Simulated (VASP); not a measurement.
These are PBEsol GGA, VASP's PBE PAW potentials (set 64) (plane waves; VASP 6.6.1) values and carry that method's errors.

Input for VASP

### KPOINTS
```
Automatic
0
Gamma
  10 10 10
```

**INCAR**
```
! general
SYSTEM  = TiTe
PREC    = Accurate
ENCUT   = 400   ! plane-wave cut-off (eV)
LREAL   = .FALSE.   ! projection in real space or not
LASPH   = .TRUE.   ! aspherical one-centre terms

! electronic loop
EDIFF   = 1E-6   ! SCF stop (eV)
NELM    = 100   ! most electronic steps
ALGO    = Normal   ! blocked Davidson
LMAXMIX = 4

! smearing
ISMEAR  = 1   ! Methfessel-Paxton
SIGMA   = 0.1

! functional
GGA     = PS   ! PBEsol

! ions
IBRION  = 2   ! conjugate gradients
NSW     = 60
ISIF    = 3   ! ions, shape and volume
EDIFFG  = -0.01

! output
LWAVE   = .FALSE.
LCHARG  = .FALSE.
```

### POSCAR
```
TiTe
1.0
  3.3781777097   0.0000000000   0.0000000000
  0.0000000000   3.3781777097   0.0000000000
  0.0000000000   0.0000000000   3.3781777097
Ti Te
1 1
direct
  0.0000000000   0.0000000000   0.0000000000
  0.5000000000   0.5000000000   0.5000000000
```

POTCAR, in this order: Ti_sv Te (PBE.64 set). Program: vasp_std.

Output

File OUTCAR:
```
 ion  position               nearest neighbor table
   1  0.000  0.000  0.000-   2 2.93   2 2.93   2 2.93   2 2.93   2 2.93   2 2.93   2 2.93   2 2.93
  LATTYP: Found a simple cubic cell.
 ALAT       =     3.3781777097
 Subroutine PRICEL returns:
 Original cell was already a primitive cell.
 Subroutine GETGRP returns: Found 48 space group operations
The static configuration has the point symmetry O_h .
The dynamic configuration has the point symmetry O_h .
 Subroutine INISYM returns: Found 48 space group operations
 Subroutine IBZKPT returns following result:
 Found     56 irreducible k-points:

 Following reciprocal coordinates:
            Coordinates               Weight
  0.000000  0.000000  0.000000      1.000000
  0.100000  0.000000  0.000000      6.000000
  0.200000  0.000000  0.000000      6.000000
  0.300000  0.000000  0.000000      6.000000
  0.400000  0.000000  0.000000      6.000000
  0.500000  0.000000  0.000000      3.000000
  0.100000  0.100000  0.000000     12.000000
  0.200000  0.100000  0.000000     24.000000
  0.300000  0.100000  0.000000     24.000000
  0.400000  0.100000  0.000000     24.000000
...
```

**OSZICAR**
```
       N       E                     dE             d eps       ncg     rms          rms(c)
DAV:   1     0.112483667919E+03    0.11248E+03   -0.76123E+03  1466   0.119E+03
DAV:   2    -0.588339737869E+01   -0.11837E+03   -0.11560E+03  1511   0.323E+02
DAV:   3    -0.140868613409E+02   -0.82035E+01   -0.80177E+01  2227   0.807E+01
DAV:   4    -0.143446541331E+02   -0.25779E+00   -0.25732E+00  1772   0.139E+01
DAV:   5    -0.143532306041E+02   -0.85765E-02   -0.85664E-02  2194   0.225E+00    0.114E+01
DAV:   6    -0.131216664778E+02    0.12316E+01   -0.10654E+01  2002   0.345E+01    0.516E+00
DAV:   7    -0.129317215344E+02    0.18994E+00   -0.16058E+00  1836   0.131E+01    0.305E+00
DAV:   8    -0.129116633405E+02    0.20058E-01   -0.20513E-01  1690   0.454E+00    0.900E-01
DAV:   9    -0.129074157777E+02    0.42476E-02   -0.13786E-02  1780   0.148E+00    0.506E-01
DAV:  10    -0.129069803345E+02    0.43544E-03   -0.85730E-03  1801   0.110E+00    0.126E-01
DAV:  11    -0.129068581616E+02    0.12217E-03   -0.12122E-03  1764   0.411E-01    0.723E-02
DAV:  12    -0.129068416950E+02    0.16467E-04   -0.43345E-05  1772   0.637E-02    0.152E-02
DAV:  13    -0.129068411775E+02    0.51752E-06   -0.56268E-06  1757   0.184E-02
   1 F= -.12906841E+02 E0= -.12906427E+02  d E =-.129068E+02
       N       E                     dE             d eps       ncg     rms          rms(c)
DAV:   1    -0.129105850762E+02   -0.37434E-02   -0.79366E-02  1561   0.384E+00    0.528E-01
DAV:   2    -0.129076894352E+02    0.28956E-02   -0.26424E-02  1775   0.197E+00    0.163E-01
DAV:   3    -0.129068190890E+02    0.87035E-03   -0.36023E-03  1756   0.608E-01    0.713E-02
DAV:   4    -0.129067670417E+02    0.52047E-04   -0.82112E-04  1581   0.243E-01    0.410E-02
DAV:   5    -0.129067879301E+02   -0.20888E-04   -0.58567E-05  1850   0.509E-02    0.413E-02
DAV:   6    -0.129067993370E+02   -0.11407E-04   -0.72394E-06  1899   0.140E-02    0.334E-02
DAV:   7    -0.129068312432E+02   -0.31906E-04   -0.47626E-05  2066   0.502E-02    0.128E-02
DAV:   8    -0.129068314472E+02   -0.20392E-06   -0.10799E-05  1675   0.207E-02    0.848E-03
DAV:   9    -0.129068315108E+02   -0.63690E-07   -0.41235E-07   908   0.381E-03
   2 F= -.12906832E+02 E0= -.12906419E+02  d E =0.966662E-05
       N       E                     dE             d eps       ncg     rms          rms(c)
DAV:   1    -0.129080006799E+02   -0.11692E-02   -0.23089E-02  1566   0.208E+00    0.288E-01
DAV:   2    -0.129071629275E+02    0.83775E-03   -0.79144E-03  1775   0.107E+00    0.892E-02
DAV:   3    -0.129068978922E+02    0.26504E-03   -0.10741E-03  1777   0.334E-01    0.396E-02
DAV:   4    -0.129068799685E+02    0.17924E-04   -0.23662E-04  1596   0.129E-01    0.212E-02
DAV:   5    -0.129068852117E+02   -0.52432E-05   -0.16564E-05  1819   0.275E-02    0.213E-02
DAV:   6    -0.129068906439E+02   -0.54322E-05   -0.56821E-06  1815   0.127E-02    0.125E-02
DAV:   7    -0.129068936164E+02   -0.29725E-05   -0.95272E-06  2079   0.223E-02    0.752E-03
DAV:   8    -0.129068937385E+02   -0.12208E-06   -0.15663E-06  1030   0.817E-03
   3 F= -.12906894E+02 E0= -.12906480E+02  d E =-.525610E-04
```

### OUTCAR
```
------------------------ aborting loop because EDIFF is reached ----------------------------------------
  FORCE on cell =-STRESS in cart. coord.  units (eV):
  Direction    XX          YY          ZZ          XY          YZ          ZX
  --------------------------------------------------------------------------------------
  Total        0.0007014      0.0007014      0.0007014     -0.0000000      0.0000000     -0.0000000
  in kB        0.0292053      0.0292053      0.0292053     -0.0000000      0.0000000     -0.0000000
  external PRESSURE =       0.0292053 kB  Pullay stress =       0.0000000 kB
  volume of cell :       38.48
      direct lattice vectors                 reciprocal lattice vectors
     3.375998818  0.000000000 -0.000000000     0.296208634 -0.000000000  0.000000000
     0.000000000  3.375998818 -0.000000000     0.000000000  0.296208634  0.000000000
    -0.000000000  0.000000000  3.375998818     0.000000000  0.000000000  0.296208634
 POSITION                                       TOTAL-FORCE (eV/Angst)
 -----------------------------------------------------------------------------------
      0.00000      0.00000      0.00000        -0.000000      0.000000      0.000000
      1.68800      1.68800      1.68800         0.000000      0.000000      0.000000
 -----------------------------------------------------------------------------------
    total drift:                               -0.000000      0.000000      0.000000
  FREE ENERGIE OF THE ION-ELECTRON SYSTEM (eV)
  ---------------------------------------------------
  free  energy   TOTEN  =       -12.9068937385 eV

  energy  without entropy=      -12.9056520355  energy(sigma->0) =      -12.90647984

 reached required accuracy - stopping structural energy minimisation
```
(Selected blocks of OUTCAR.)

CONTCAR:
```
TiTe
   1.00000000000000
     3.3759988184026435    0.0000000000000000   -0.0000000000000000
     0.0000000000000000    3.3759988184026435   -0.0000000000000000
    -0.0000000000000000    0.0000000000000000    3.3759988184026435
  Ti              Te
     1     1
Direct
     0.0000000000000000    0.0000000000000000    0.0000000000000000
     0.5000000000000000    0.5000000000000000    0.5000000000000000
```

The structure was generated: TiTe was put into the CsCl type type (Pm-3m), which need not be its known phase. This run relaxes it. Symmetry was kept, so distortions that lower it aren't found. The start is the result of an earlier pass.
